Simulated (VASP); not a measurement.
# SbP (P-6m2) in VASP: a series of runs

Runs on SbP. Level: r2SCAN. Tasks: equation of state.

Everything below comes from runs of VASP 6.6.1. Logs are shortened: lines on timing, memory, paths and dates and some standing lists are left out, and cuts for length are marked.

### Step 1. The undisturbed crystal

It takes space group P-6m2 (No. 187, hexagonal). The conventional cell has a = 3.632 Å, b = 3.632 Å, c = 5.659 Å, α = 90.00°, β = 90.00°, γ = 120.00°. Around Sb (site symmetry -6m2) lie 6 P at 3.52 Å and 6 Sb at 3.63 Å. P (site symmetry -6m2) has 6 Sb at 3.52 Å and 6 P at 3.63 Å as nearest neighbours.

The cell was built by a generator and needn't be a form met in nature.

### Step 2. Equation of state, r2SCAN, 30.39 Å³/atom (volume scaled by 0.94)

Contents of INCAR:

```
PREC = Accurate
ENCUT = 520
EDIFF = 1E-6
ISMEAR = -1
SIGMA = 0.05
LREAL = F
LASPH = T
NELM = 60
ALGO = Normal
ISIF = 2
LWAVE = F
LCHARG = F
METAGGA = R2SCAN
LMIXTAU = T
```

Contents of KPOINTS:

```
regular mesh
0
Gamma
  8 8 5
```

Contents of POSCAR:

```
SbP
1.0
    3.5580460911      0.0000000000      0.0000000000
   -1.7790230504      3.0813583021      0.0000000000
    0.0000000000      0.0000000000      5.5433634127
Sb P
1 1
Direct
    0.3333333300      0.6666666700      0.5000000000
    0.0000000000      0.0000000000      0.0000000000
```

Potentials or basis: VASP PAW PBE potentials, release 64 (Sb, P).

Command:

```bash
$ cat potpaw_PBE.64/Sb/POTCAR potpaw_PBE.64/P/POTCAR > POTCAR
$ mpirun -np 1 vasp_std > vasp.out
```

OUTCAR:

```text
PREC = Accurate
   ENCUT = 520
   EDIFF = 1E-6
   ISMEAR = -1
   LREAL = F
   LASPH = T
   NELM = 60
   ISIF = 2
   METAGGA = R2SCAN

 Found     30 irreducible k-points:

 Following reciprocal coordinates:
            Coordinates               Weight
  0.000000  0.000000  0.000000      1.000000
  0.125000  0.000000  0.000000      6.000000
  0.250000  0.000000  0.000000      6.000000
  0.375000 -0.000000  0.000000      6.000000
  0.500000  0.000000  0.000000      3.000000
  0.125000  0.125000  0.000000      6.000000
   k-points           NKPTS =     30   k-points in BZ     NKDIM =     30   number of bands    NBANDS=      9
   number of dos      NEDOS =    301   number of ions     NIONS =      2
   total plane-waves  NPLWV =  32928
   dimension x,y,z NGX =    28 NGY =   28 NGZ =   42
   dimension x,y,z NGXF=    56 NGYF=   56 NGZF=   84
   ions per type =               1   1
   NGX,Y,Z   is equivalent  to a cutoff of  13.08, 13.08, 12.60 a.u.
   NGXF,Y,Z  is equivalent  to a cutoff of  26.17, 26.17, 25.19 a.u.
 SYSTEM =  unknown system
   PREC   = accura    normal or accurate (medium, high low for compatibility)
   ISTART =      0    job   : 0-new  1-cont  2-samecut
   ICHARG =      2    charge: 1-file 2-atom 10-const
   ISPIN  =      1    spin polarized calculation?
   LNONCOLLINEAR =      F non collinear calculations
   LSORBIT =      F    spin-orbit coupling
   LASPH  =      T    aspherical Exc in radial PAW
   ENCUT  =  520.0 eV  38.22 Ry    6.18 a.u.   6.62  6.62 10.31*2*pi/ulx,y,z
   NELM   =     60;   NELMIN=  2; NELMDL= -5     # of ELM steps
   EDIFF  = 0.1E-05   stopping-criterion for ELM
   LREAL  =      F    real-space projection
   EDIFFG = 0.1E-04   stopping-criterion for IOM
   NSW    =      0    number of steps for IOM
   IBRION =     -1    ionic relax: 0-MD 1-quasi-New 2-CG
   NFREE  =      0    steps in history (QN), initial steepest desc. (CG)
   ISIF   =      2    stress and relaxation
   ISYM   =      2    0-nonsym 1-usesym 2-fastsym
   POTIM  = 0.5000    time-step for ionic-motion
   TEBEG  =    0.0;   TEEND  =   0.0 temperature during run
   PSTRESS=    0.0 pullay stress
   NELECT =      10.0000    total number of electrons
   NUPDOWN=      -1.0000    fix difference up-down
   EMIN   =  10.00;   EMAX   =-10.00  energy-range for DOS
   EFERMI =   0.00;   METHOD = LEGACY
   ISMEAR =    -1;   SIGMA  =   0.05  broadening in eV -4-tet -1-fermi 0-gaus
   EFERMI_NEDOS =   21; number of points for ismear=-14 and -15
   IALGO  =     38    algorithm
   IMIX   =      4    mixing-type and parameters
     AMIX     =   0.40;   BMIX     =  1.00
     AMIX_MAG =   1.60;   BMIX_MAG =  1.00
  volume/ion in A,a.u.               =      30.39       205.07
  Fermi-wavevector in a.u.,A,eV,Ry     =   0.897083  1.695240 10.949388  0.804757
  Thomas-Fermi vector in A             =   2.019622
   LORBIT       =      0    0 simple, 1 ext, 2 COOP (PROOUT), +10 PAW based schemes
   METAGGA = R2SCAN    functional components
   LHFCALC =     F    Hartree Fock is set to
   AEXX    =    0.0000 exact exchange contribution
   IVDW    =     0    specifies the selected vdW correction
   LEPSILON=     F    determine dielectric tensor
   LRPA    =     F    only Hartree local field effects (RPA)
 non-spin polarized calculation
  energy-cutoff  :      520.00
  volume of cell :       60.78
 maximum number of plane-waves:      1677
 NGX is ok and might be reduce to    28
   NGX = 13   NGY = 13   NGZ = 21

 number of electron      10.0000001 magnetization

 Free energy of the ion-electron system (eV)
  ---------------------------------------------------
  ext. energy  EPLUGINS =         0.00000000
  ---------------------------------------------------
  free energy    TOTEN  =       -31.95186470 eV

  energy without entropy =      -31.92684489  energy(sigma->0) =      -31.93935480

 E-fermi :   4.4133     XC(G=0):  -9.5256

 val. band max:        4.3873925253   @ k =   0.3750   0.2500   0.0000
 cond. band min:       4.4457450553   @ k =   0.3750   0.1250   0.4000
 fundamental gap:      0.0583525300
 Fermi energy:         4.4132773077

 k-point     1 :       0.0000    0.0000    0.0000
  band No.  band energies     occupation
      1      -7.6231      2.00000
      2      -4.6766      2.00000
      3       0.0048      2.00000
      4       5.9390      0.00000
      5       5.9390      0.00000
      6       8.1661      0.00000
      7       8.3059      0.00000
      8       8.3059      0.00000
      9      11.5555      0.00000

 k-point     2 :       0.1250    0.0000    0.0000
  band No.  band energies     occupation
      1      -7.4058      2.00000
      2      -4.5305      2.00000
      3       0.2334      2.00000
      4       4.8706      0.00021
      5       5.6285      0.00000
      6       7.0066      0.00000
      7       7.9021      0.00000
      8       8.0928      0.00000
      9      12.0604      0.00000

 k-point     3 :       0.2500    0.0000    0.0000
  band No.  band energies     occupation
      1      -6.7802      2.00000
      2      -4.1632      2.00000
      3       0.8985      2.00000
      4       2.8527      2.00000
      5       4.9019      0.00011
      6       5.0161      0.00001
      7       7.0338      0.00000
      8       7.5880      0.00000
      9      10.9430      0.00000

 k-point     4 :       0.3750   -0.0000    0.0000
  band No.  band energies     occupation
      1      -5.8737      2.00000
      2      -3.8684      2.00000
      3       1.2062      2.00000
      4       1.9010      2.00000
      5       3.1181      2.00000
      6       4.5196      0.21316
      7       5.6856      0.00000
      8       7.1337      0.00000
      9      10.0330      0.00000

 k-point     5 :       0.5000    0.0000    0.0000
  band No.  band energies     occupation
      1      -5.2533      2.00000
      2      -3.9363      2.00000
      3       0.6630      2.00000
      4       2.3236      2.00000
      5       2.6545      2.00000
      6       4.3363      1.64690
      7       4.7597      0.00196
      8       6.9606      0.00000
      9       9.7242      0.00000

 k-point     6 :       0.1250    0.1250    0.0000
  band No.  band energies     occupation
      1      -6.9834      2.00000
      2      -4.2708      2.00000
      3       0.6812      2.00000
      4       3.6847      2.00000
      5       4.4646      0.52727
      6       6.0706      0.00000
      7       7.2400      0.00000
      8       7.3479      0.00000
      9      12.4732      0.00000

 [... further k-points ...]

------------------------ aborting loop because EDIFF is reached ----------------------------------------

  FORCE on cell =-STRESS in cart. coord.  units (eV):
  Direction    XX          YY          ZZ          XY          YZ          ZX
  --------------------------------------------------------------------------------------
  -------------------------------------------------------------------------------------
  Total       -4.1900455     -4.1900455     -5.6723824      0.0000000      0.0000000      0.0000000
  in kB     -110.4592772   -110.4592772   -149.5371020      0.0000002      0.0000000      0.0000000
  external PRESSURE =    -123.4852188 kB  Pullay stress =       0.0000000 kB

 VOLUME and BASIS-vectors are now :
 -----------------------------------------------------------------------------
  energy-cutoff  :      520.00
  volume of cell :       60.78
      direct lattice vectors                 reciprocal lattice vectors
     3.558046091  0.000000000  0.000000000     0.281053133  0.162266102  0.000000000
    -1.779023050  3.081358302  0.000000000     0.000000000  0.324532204  0.000000000
     0.000000000  0.000000000  5.543363413     0.000000000  0.000000000  0.180395894

 POSITION                                       TOTAL-FORCE (eV/Angst)
 -----------------------------------------------------------------------------------
     -0.00000      2.05424      2.77168         0.000000      0.000000      0.000000
      0.00000      0.00000      0.00000        -0.000000      0.000000      0.000000
 -----------------------------------------------------------------------------------
    total drift:                                0.000003     -0.000002     -0.000000

  FREE ENERGIE OF THE ION-ELECTRON SYSTEM (eV)
  ---------------------------------------------------
  free  energy   TOTEN  =       -31.9518647022 eV

  energy  without entropy=      -31.9268448917  energy(sigma->0) =      -31.93935480
```

It took 74 s on 1 thread of Intel Xeon Platinum 8375C at 2.90GHz (Ice Lake), shared host; peak memory 0.19 GiB.

What came out:

| Item | Value |
| --- | --- |
| Free energy | -31.9519 eV |
| Pressure | -12.3 GPa |
| Band gap on the k mesh | none (metal or under the smearing width) |

Caveat: the PAW data sets were made with another functional, which shifts forces and pressure a little.

### Step 3. Equation of state, r2SCAN, 31.03 Å³/atom (volume scaled by 0.96)

Contents of INCAR:

```
SYSTEM = SbP
PREC     = Accurate       ! precision mode
ENCUT    = 520            ! plane-wave cutoff, eV
EDIFF    = 1E-7           ! SCF threshold, eV
ISMEAR   = -1             ! smearing method
SIGMA    = 0.05           ! smearing width, eV
LREAL    = .FALSE.        ! projectors in reciprocal space
LASPH    = .TRUE.         ! aspherical terms in the spheres
NELM     = 80             ! most SCF steps
ALGO     = Normal         ! electronic algorithm
ISIF     = 2              ! what is computed and relaxed
LWAVE    = .FALSE.        ! write WAVECAR
LCHARG   = .FALSE.        ! write CHGCAR
METAGGA  = R2SCAN         ! meta-GGA
LMIXTAU  = .TRUE.
```

Contents of KPOINTS:

```
regular mesh
0
G
  8 8 5
  0 0 0
```

Contents of POSCAR:

```
SbP
1.0
    3.5831035792      0.0000000000      0.0000000000
   -1.7915517946      3.1030587234      0.0000000000
    0.0000000000      0.0000000000      5.5824024695
Sb P
1 1
Direct
    0.3333333300      0.6666666700      0.5000000000
    0.0000000000      0.0000000000      0.0000000000
```

Potentials or basis: VASP PAW PBE potentials, release 64 (Sb, P).

Command:

```bash
$ cat potpaw_PBE.64/Sb/POTCAR potpaw_PBE.64/P/POTCAR > POTCAR
$ mpirun -np 1 vasp_std > vasp.out
```

Wall time 2.6 min (1 thread of Intel Xeon Platinum 8375C at 2.90GHz (Ice Lake), shared host); peak memory 0.19 GiB.

Results (log left out):

| Property | Result |
| --- | --- |
| Free energy | -31.8519 eV |
| Pressure | -12.4 GPa |
| Band gap on the k mesh | none (metal or under the smearing width) |

Caveat: the PAW data sets were made with another functional, which shifts forces and pressure a little.
